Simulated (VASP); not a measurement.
AlIrF5, 7 atoms in the cell. The typed cell holds 7 atoms: a = 3.443 Å, b = 5.147 Å, c = 5.067 Å, α = 89.66°, β = 111.02°, γ = 72.70°. The cell was built by a generator and needn't be a form met in nature.

| Item | Value |
| --- | --- |
| Program | VASP 6.6.1 |
| Task | single point |
| Functional | r2SCAN |
| Potentials or basis | VASP PAW PBE potentials, release 64 (Ir, Al, F) |
| Cutoff | 520 eV |
| k mesh | 6 × 4 × 4, shifted |
| Occupations | fermi-dirac, width 0.1 eV |
| Spin | no spin polarisation |
| Dipole correction | no |
| Further INCAR settings | ALGO = Normal; EDIFF = 1e-07; NBANDS = 32 |

Potentials or basis: VASP PAW PBE potentials, release 64 (Ir, Al, F).

Command:

```sh
$ cat potpaw_PBE.64/Ir/POTCAR potpaw_PBE.64/Al/POTCAR potpaw_PBE.64/F/POTCAR > POTCAR
$ cp INCAR.step1 INCAR
$ mpirun -np 1 vasp_std > vasp.out
$ cp INCAR.step2 INCAR
$ mpirun -np 1 vasp_std > vasp.out
```

Hardware: 1 thread of AMD EPYC 9R45 (Zen 5) (shared host).

Problem. Estimate the wall time of this run.

Solution. It took 5.2 min on 1 thread of AMD EPYC 9R45 (Zen 5), on a shared host, peak memory 0.25 GiB. Counts: scf iterations 11, k points 48.
